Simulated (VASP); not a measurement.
An input for Ansatz (written as the equivalent of a VASP run, and not itself run):

Ansatz 0.2 input:
```yaml
crystal:
  lattice:
    - [5.9114140, 0.0000000, 0.0000000]
    - [0.0000000, 5.9114140, 0.0000000]
    - [0.0000000, 0.0000000, 5.9114140]
  atoms:
    - { symbol: Cs, position: [0.0000000, 0.0000000, 0.0000000] }
    - { symbol: Sn, position: [0.5000000, 0.5000000, 0.5000000] }
    - { symbol: Br, position: [0.5000000, 0.0000000, 0.5000000] }
    - { symbol: Br, position: [0.0000000, 0.5000000, 0.5000000] }
    - { symbol: Br, position: [0.5000000, 0.5000000, 0.0000000] }
kpoints:
  mp_grid: { grid: [3, 3, 3] }
hamiltonian:
  xc: hse06
  pseudopotentials: { kind: paw }
scf:
  occupations: { method: gaussian, width: 0.01 }
  max_iter: 100
output: { forces: true, stress: true, eigenvalues: true }
```

### Question
Write the VASP files for the same calculation (HSE06).

### Answer
This is not unique; one that fits is 
### POSCAR
```
CsSnBr3
1
    5.9114140000     0.0000000000     0.0000000000
    0.0000000000     5.9114140000     0.0000000000
    0.0000000000     0.0000000000     5.9114140000
Cs Sn Br
1 1 3
Direct
  0.0000000000   0.0000000000   0.0000000000
  0.5000000000   0.5000000000   0.5000000000
  0.5000000000   0.0000000000   0.5000000000
  0.0000000000   0.5000000000   0.5000000000
  0.5000000000   0.5000000000   0.0000000000
```

### INCAR
```
AEXX=0.25
ALGO=Normal
EDIFF=1E-6
ENCUT=210
GGA=PE
HFSCREEN=0.2
ISIF=2
ISMEAR=0
ISYM=3
LASPH=.TRUE.
LCHARG=.FALSE.
LHFCALC=.TRUE.
LMAXMIX=4
LREAL=.FALSE.
LWAVE=.FALSE.
NELM=100
PREC=Accurate
PRECFOCK=Fast
SIGMA=0.01
SYSTEM=CsSnBr3
```

**KPOINTS**
```
Automatic mesh
0
Gamma
3 3 3
0 0 0
```

POTCAR, in this order: Cs_sv Sn_d Br (PBE.64 set). Program: vasp_std.

What does not carry over: each code has its own PAW files, so the cut-off isn't converted (ENCUT is set for VASP's; basis.ecutwfc is left out, and Ansatz then takes the one that its files recommend); Ansatz stops its SCF on the density residual and VASP on the energy change (EDIFF); Ansatz's hse06 screens at 0.11 per bohr (0.208 per Å), slightly more than HFSCREEN = 0.2.

The structure comes from a computed database's CsSnBr3 entry; how it stands against other phases isn't given here. The cell was not relaxed at this level. The run is one of a series of settings (ENCUT = 210 against the base run), some of them coarse on purpose.
